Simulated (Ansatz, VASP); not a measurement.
# Ag (Ag wire along [110], 19 atoms a period) in two plane-wave programs, part 2 of 3

One calculation is typed for both programs; each brings its own data sets. How far apart do they land? Of the first pair: The structure shown is the start of the Ansatz relaxation below; VASP solves that cell, so the two are compared at the walk's first step.

VASP 6.6.1 and Ansatz 0.2.0.

So far: The starting structure; Ansatz: relaxation, PBE.

## (3) VASP: single point, PBE, start cell, pair 1

Level of this step: PBE; plane waves and PAW (Ag) (VASP).

The same cell, functional, mesh and smearing now go to VASP, with its own data sets.

Lines of VASP's logs that name or quote its potential files are left out, and so is its time.

Contents of INCAR:

```
SYSTEM = Ag
PREC = Accurate
ENCUT = 400
EDIFF = 1E-06
NELM = 120
ISMEAR = -1
SIGMA = 0.05
LREAL = .FALSE.
ALGO = Normal
GGA = PE
NBANDS = 129
LASPH = .TRUE.
LORBIT = 11
LWAVE = .FALSE.
LCHARG = .FALSE.
ISIF = 2
GGA_COMPAT = .FALSE.
KPAR = 4
```

Contents of POSCAR:

```
Ag
1.0
   15.1000000000      0.0000000000      0.0000000000
    0.0000000000     18.5380000000      0.0000000000
    0.0000000000      0.0000000000      2.9344930000
Ag
19
Direct
    0.2251655629      0.6582953393      0.0000000000
    0.2251655629      0.4999992448      0.0000000000
    0.5000000000      0.6582953393      0.0000000000
    0.5000000000      0.4999992448      0.0000000000
    0.5000000000      0.8165914608      0.0000000000
    0.7748344371      0.6582953393      0.0000000000
    0.7748344371      0.4999992448      0.0000000000
    0.3625827815      0.2625551030      0.5000000000
    0.3625827815      0.4208511975      0.5000000000
    0.3625827815      0.5791472920      0.5000000000
    0.3625827815      0.7374433865      0.5000000000
    0.6374172185      0.2625551030      0.5000000000
    0.6374172185      0.4208511975      0.5000000000
    0.6374172185      0.5791472920      0.5000000000
    0.6374172185      0.7374433865      0.5000000000
    0.2251655629      0.3417031503      0.0000000000
    0.5000000000      0.3417031503      0.0000000000
    0.5000000000      0.1834070288      0.0000000000
    0.7748344371      0.3417031503      0.0000000000
```

Contents of KPOINTS:

```
Automatic mesh
0
Gamma
1 1 28
0 0 0
```

PAW data sets: Ag (PBE family, release 64).

Run with:

```sh
$ mpirun -np 4 vasp_std
```

Numbers of over 12 decimals in the logs are rounded to 6 here.

What it wrote:

```text
[banner, memory and clock lines left out]
running    4 mpi-ranks, on    1 nodes
 distrk:  each k-point on    1 cores,    4 groups
 distr:  one band on    1 cores,    1 groups

 POSCAR found type information on POSCAR Ag
 POSCAR found :  1 types and      19 ions
|                                                                             |
|               ----> ADVICE to this user running VASP <----                  |
|                                                                             |
|     You have a (more or less) 'large supercell' and for larger cells it     |
|     might be more efficient to use real-space projection operators.         |
|     Therefore, try LREAL= Auto in the INCAR file.                           |
|     Mind: For very accurate calculation, you might also keep the            |
|     reciprocal projection scheme (i.e. LREAL=.FALSE.).                      |
|                                                                             |

 LDA part: xc-table for (Slater+PW92), standard interpolation
 POSCAR, INCAR and KPOINTS ok, starting setup
 FFT: planning ... GRIDC
 FFT: planning ... GRID_SOFT
 FFT: planning ... GRID
 WAVECAR not read
 entering main loop
       N       E                     dE             d eps       ncg     rms          rms(c)
DAV:   1     0.113119680220E+04    0.11312E+04   -0.83721E+04  3966   0.114E+03
DAV:   2    -0.224941158523E+01   -0.11334E+04   -0.10697E+04  4201   0.272E+02
DAV:   3    -0.484601373713E+02   -0.46211E+02   -0.45126E+02  4201   0.512E+01
DAV:   4    -0.491701442244E+02   -0.71001E+00   -0.70834E+00  4364   0.638E+00
DAV:   5    -0.491844751206E+02   -0.14331E-01   -0.14328E-01  4308   0.915E-01    0.165E+01
DAV:   6    -0.457783486649E+02    0.34061E+01   -0.12221E+01  4111   0.125E+01    0.109E+01
DAV:   7    -0.456528111862E+02    0.12554E+00   -0.35951E-01  4076   0.173E+00    0.607E+00
DAV:   8    -0.456188184846E+02    0.33993E-01   -0.34088E-02  4136   0.866E-01    0.317E-01
DAV:   9    -0.456187572253E+02    0.61259E-04   -0.40758E-03  4235   0.423E-01    0.119E-01
DAV:  10    -0.456188893560E+02   -0.13213E-03   -0.54889E-04  4146   0.785E-02    0.781E-02
DAV:  11    -0.456188012418E+02    0.88114E-04   -0.64553E-04  4026   0.712E-02    0.318E-02
DAV:  12    -0.456187305422E+02    0.70700E-04   -0.89629E-05  4121   0.471E-02    0.194E-02
DAV:  13    -0.456187058342E+02    0.24708E-04   -0.51339E-05  4003   0.249E-02    0.100E-02
DAV:  14    -0.456187473227E+02   -0.41489E-04   -0.15123E-05  3998   0.122E-02    0.499E-03
DAV:  15    -0.456187932226E+02   -0.45900E-04   -0.25566E-06  2547   0.772E-03    0.243E-03
DAV:  16    -0.456188459987E+02   -0.52776E-04   -0.23683E-06  2620   0.318E-03    0.164E-03
DAV:  17    -0.456188888215E+02   -0.42823E-04   -0.16087E-06  2580   0.271E-03    0.112E-03
DAV:  18    -0.456189127075E+02   -0.23886E-04   -0.11731E-06  2505   0.193E-03    0.747E-04
DAV:  19    -0.456189198070E+02   -0.70995E-05   -0.36897E-07  2573   0.937E-04    0.352E-04
DAV:  20    -0.456189210451E+02   -0.12381E-05   -0.58946E-08  2391   0.351E-04    0.191E-04
DAV:  21    -0.456189215593E+02   -0.51414E-06   -0.49018E-08  2424   0.249E-04
   1 F= -.45618922E+02 E0= -.45593168E+02  d E =-.515074E-01
```

Parts of OUTCAR (step 3):

```text
ion  position               nearest neighbor table
   1  0.225  0.658  0.000-   2 2.93  11 2.93  11 2.93  10 2.93  10 2.93
   2  0.225  0.500  0.000-   1 2.93  16 2.93  10 2.93  10 2.93   9 2.93   9 2.93
   3  0.500  0.658  0.000-   4 2.93  11 2.93  15 2.93  11 2.93  15 2.93  10 2.93  14 2.93  14 2.93
                            10 2.93   5 2.93
   4  0.500  0.500  0.000-   3 2.93  17 2.93  14 2.93  10 2.93  10 2.93  14 2.93   9 2.93   9 2.93
                            13 2.93  13 2.93
   5  0.500  0.817  0.000-  11 2.93  15 2.93  11 2.93  15 2.93   3 2.93
   6  0.775  0.658  0.000-   7 2.93  15 2.93  15 2.93  14 2.93  14 2.93
   7  0.775  0.500  0.000-   6 2.93  19 2.93  14 2.93  14 2.93  13 2.93  13 2.93
   8  0.363  0.263  0.500-   9 2.93  17 2.93  17 2.93  16 2.93  16 2.93  18 2.93  18 2.93
   9  0.363  0.421  0.500-   8 2.93  10 2.93  17 2.93  17 2.93   4 2.93   4 2.93  16 2.93  16 2.93
                             2 2.93   2 2.93
  10  0.363  0.579  0.500-  11 2.93   9 2.93   4 2.93   4 2.93   3 2.93   3 2.93   2 2.93   2 2.93
                             1 2.93   1 2.93
  11  0.363  0.737  0.500-  10 2.93   3 2.93   3 2.93   1 2.93   1 2.93   5 2.93   5 2.93
  12  0.637  0.263  0.500-  13 2.93  17 2.93  17 2.93  19 2.93  19 2.93  18 2.93  18 2.93
  13  0.637  0.421  0.500-  12 2.93  14 2.93  17 2.93  17 2.93   4 2.93   4 2.93  19 2.93  19 2.93
                             7 2.93   7 2.93
  14  0.637  0.579  0.500-  15 2.93  13 2.93   4 2.93   4 2.93   3 2.93   3 2.93   7 2.93   7 2.93
                             6 2.93   6 2.93
  15  0.637  0.737  0.500-  14 2.93   3 2.93   3 2.93   6 2.93   6 2.93   5 2.93   5 2.93
  16  0.225  0.342  0.000-   2 2.93   9 2.93   9 2.93   8 2.93   8 2.93
  17  0.500  0.342  0.000-   4 2.93   9 2.93  13 2.93   9 2.93  13 2.93   8 2.93  12 2.93  12 2.93
                             8 2.93  18 2.93
  18  0.500  0.183  0.000-   8 2.93  12 2.93   8 2.93  12 2.93  17 2.93
  19  0.775  0.342  0.000-   7 2.93  13 2.93  13 2.93  12 2.93  12 2.93

  LATTYP: Found a simple orthorhombic cell.
 ALAT       =     2.9344930000
 B/A-ratio  =     5.1456929698
 C/A-ratio  =     6.3172752499

 Subroutine GETGRP returns: Found  8 space group operations
 (whereof  8 operations were pure point group operations)

The static configuration has the point symmetry D_2h.

 Found     15 irreducible k-points:

   k-points           NKPTS =     15   k-points in BZ     NKDIM =     15   number of bands    NBANDS=    129

   dimension x,y,z NGX =    98 NGY =  126 NGZ =   20
   dimension x,y,z NGXF=   196 NGYF=  252 NGZF=   40

   ENCUT  =  400.0 eV  29.40 Ry    5.42 a.u.  24.62 30.23  4.79*2*pi/ulx,y,z

   NELECT =     209.0000    total number of electrons

 k-points in reciprocal lattice and weights: Automatic mesh
   0.00000000  0.00000000  0.00000000       0.036
   0.00000000  0.00000000  0.03571429       0.071
   0.00000000  0.00000000  0.07142857       0.071
   0.00000000  0.00000000  0.10714286       0.071
   0.00000000  0.00000000  0.14285714       0.071
   0.00000000  0.00000000  0.17857143       0.071
   0.00000000  0.00000000  0.21428571       0.071
   0.00000000  0.00000000  0.25000000       0.071
   0.00000000  0.00000000  0.28571429       0.071
[...]
0.00000000  0.00000000  0.46428571       0.071
   0.00000000  0.00000000  0.50000000       0.036

 average (electrostatic) potential at core
       1 -77.9783       2 -78.0499       3 -78.3119       4 -78.3187       5 -77.9758
       6 -77.9783       7 -78.0499       8 -78.1162       9 -78.3395      10 -78.3388
      11 -78.1142      12 -78.1162      13 -78.3395      14 -78.3388      15 -78.1142
      16 -77.9797      17 -78.3132      18 -77.9781      19 -77.9797

 E-fermi :   0.8377

 k-point     1 :       0.0000    0.0000    0.0000
  band No.  band energies     occupation
    ...
    105      -0.5749      2.00000
    106      -0.5311      2.00000
    107      -0.1736      2.00000
    108       0.5371      1.99511
    109       0.7514      1.69756
    110       1.1304      0.00572
    111       1.2062      0.00126
    112       1.2357      0.00070
    113       1.6096      0.00000
    114       1.8734      0.00000
    ...

 k-point     2 :       0.0000    0.0000    0.0357
  band No.  band energies     occupation
    ...
    105      -0.5345      2.00000
    106      -0.5003      2.00000
    107      -0.1384      2.00000
    108       0.5698      1.99062
    109       0.7849      1.48351
    110       1.1650      0.00286
    111       1.2440      0.00059
    112       1.2717      0.00034
    113       1.6503      0.00000
    114       1.9134      0.00000
    ...

 k-point     3 :       0.0000    0.0000    0.0714
  band No.  band energies     occupation
    ...
    105      -0.4205      2.00000
    106      -0.4122      2.00000
    107      -0.0368      2.00000
    108       0.6653      1.93827
    109       0.8827      0.57805
    110       1.2634      0.00040
    111       1.3525      0.00007
    112       1.3774      0.00004
    113       1.7723      0.00000
    114       2.0318      0.00000
    ...

  Total       -5.0493963     -6.5936972     -8.6141013      0.0000000      0.0000000     -0.0000000
  in kB       -9.8486598    -12.8607614    -16.8014844      0.0000000      0.0000000     -0.0000000
  external PRESSURE =     -13.1703019 kB  Pullay stress =       0.0000000 kB

  energy-cutoff  :      400.00
  volume of cell :      821.43
      direct lattice vectors                 reciprocal lattice vectors
    15.100000000  0.000000000  0.000000000     0.066225166  0.000000000  0.000000000
     0.000000000 18.538000000  0.000000000     0.000000000  0.053943252  0.000000000
     0.000000000  0.000000000  2.934493000     0.000000000  0.000000000  0.340774369

 POSITION                                       TOTAL-FORCE (eV/Angst)
 -----------------------------------------------------------------------------------
      3.40000     12.20348      0.00000         0.290924     -0.117369     -0.000000
      3.40000      9.26899      0.00000         0.107491     -0.000000      0.000000
      7.55000     12.20348      0.00000         0.000000      0.021106      0.000000
      7.55000      9.26899      0.00000         0.000000     -0.000000      0.000000
      7.55000     15.13797      0.00000         0.000000     -0.335868      0.000000
     11.70000     12.20348      0.00000        -0.290924     -0.117369      0.000000
     11.70000      9.26899      0.00000        -0.107491     -0.000000      0.000000
      5.47500      4.86725      1.46725        -0.005428      0.014204     -0.000000
      5.47500      7.80174      1.46725        -0.153652     -0.010663      0.000000
      5.47500     10.73623      1.46725        -0.153652      0.010663     -0.000000
      5.47500     13.67073      1.46725        -0.005428     -0.014204      0.000000
      9.62500      4.86725      1.46725         0.005428      0.014204      0.000000
      9.62500      7.80174      1.46725         0.153652     -0.010663      0.000000
      9.62500     10.73623      1.46725         0.153652      0.010663      0.000000
      9.62500     13.67073      1.46725         0.005428     -0.014204      0.000000
      3.40000      6.33449      0.00000         0.290924      0.117369     -0.000000
      7.55000      6.33449      0.00000         0.000000     -0.021106     -0.000000
      7.55000      3.40000      0.00000         0.000000      0.335868      0.000000
     11.70000      6.33449      0.00000        -0.290924      0.117369      0.000000
 -----------------------------------------------------------------------------------
    total drift:                                0.000000      0.122431     -0.000000

  FREE ENERGIE OF THE ION-ELECTRON SYSTEM (eV)
  ---------------------------------------------------
  free  energy   TOTEN  =       -45.6189215593 eV

  energy  without entropy=      -45.5674141800  energy(sigma->0) =      -45.59316787

 total charge
# of ion       s       p       d       tot
------------------------------------------
    1        0.418   0.151   9.205   9.774
    2        0.407   0.174   9.201   9.782
    3        0.401   0.261   9.169   9.832
    4        0.399   0.275   9.158   9.832
    5        0.415   0.153   9.203   9.771
    6        0.418   0.151   9.205   9.774
    7        0.407   0.174   9.201   9.782
    8        0.407   0.200   9.184   9.790
    9        0.394   0.267   9.165   9.826
   10        0.394   0.267   9.165   9.826
   11        0.407   0.200   9.184   9.790
   12        0.407   0.200   9.184   9.790
   13        0.394   0.267   9.165   9.826
   14        0.394   0.267   9.165   9.826
   15        0.407   0.200   9.184   9.790
   16        0.418   0.151   9.205   9.774
   17        0.401   0.261   9.169   9.832
   18        0.415   0.153   9.203   9.771
   19        0.418   0.151   9.205   9.774
--------------------------------------------------
tot          7.720   3.924 174.517 186.161

[... 3 further parts left out ...]
```

This run has no spin polarisation. Its electron count is odd, so without a moment it is a metal by construction.

## (4) Side by side

Known differences besides the potentials themselves: the data sets hold 361 valence electrons in Ansatz (on its PAW soft_1 files) and 209 in VASP; the cutoff is 420 eV in Ansatz and 400 eV in VASP. Total energies have different zeros and are not compared.

Forces on 9 of the 19 atoms, those with the largest forces and the largest differences (eV/Å; atoms numbered as in POSCAR):

```tsv
atom	Ansatz x, y, z	VASP x, y, z
Ag1	0.287, -0.117, 0.000	0.291, -0.117, 0.000
Ag2	0.103, 0.000, 0.000	0.107, 0.000, 0.000
Ag5	0.000, -0.333, 0.000	0.000, -0.336, 0.000
Ag6	-0.287, -0.117, 0.000	-0.291, -0.117, 0.000
Ag7	-0.103, 0.000, 0.000	-0.107, 0.000, 0.000
Ag10	-0.155, 0.010, 0.000	-0.154, 0.011, 0.000
Ag16	0.287, 0.117, 0.000	0.291, 0.117, 0.000
Ag18	0.000, 0.333, 0.000	0.000, 0.336, 0.000
Ag19	-0.287, 0.117, 0.000	-0.291, 0.117, 0.000
```

The forces differ by 1.6 meV/Å r.m.s., which is 1.4 % of the r.m.s. force of 0.114 eV/Å (both taken over all components).

(Part 2 of 3 ends here.)

[Lines on the potential files, build, host, timing and source positions are cut from VASP's logs without a mark.]

[Logs are printed without paths, hosts, clocks, repeated set-up lines and the standing remarks that a program may print on its own settings, such as how far it seeks lower states.]

[Hosts, paths, dates, database ids (printed as entryN), source tags and the programs' standing remarks are cut or masked in the printed files.]
